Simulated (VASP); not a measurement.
Input:

```
FePt
1.0
    2.70023     0.00000     0.00000
    0.00000     2.70023     0.00000
    0.00000     0.00000     3.72348
Fe Pt
1 1
Direct
  0.00000   0.00000   0.00000
  0.50000   0.50000   0.50000
```
Starting moments (μB, in the order of the record's atoms Fe Pt): 2.9 0.3.

Calculation: PBE GGA with D3 dispersion (Becke-Johnson damping), VASP's PBE PAW potentials (set 64) (plane waves; VASP). Run with 520 eV cut-off, 15×15×11 Γ-centred mesh, tetrahedra with Blöchl corrections, potentials Fe Pt.

Unless said otherwise, spin-orbit coupling is left out, though it shifts the bands of the heavy elements here.

**Question.** Estimate the cell moment, energy per atom (σ→0), band gap (on the k-mesh) with the smallest direct gap where there is one.

**Answer.** 
* **band gap (on the k-mesh)**: none (metal, semimetal or under 0.01 eV)
* **cell moment**: 3.22 μB
* **energy per atom (σ→0)**: -7.940 eV/atom

**Question.** Give the moment on each site (PAW-sphere projection).

**Answer.** 
```csv
site,moment (μB)
Fe1,2.88
Pt2,0.32
```

The compound is FePt in the L1_0 structure. It was relaxed first.
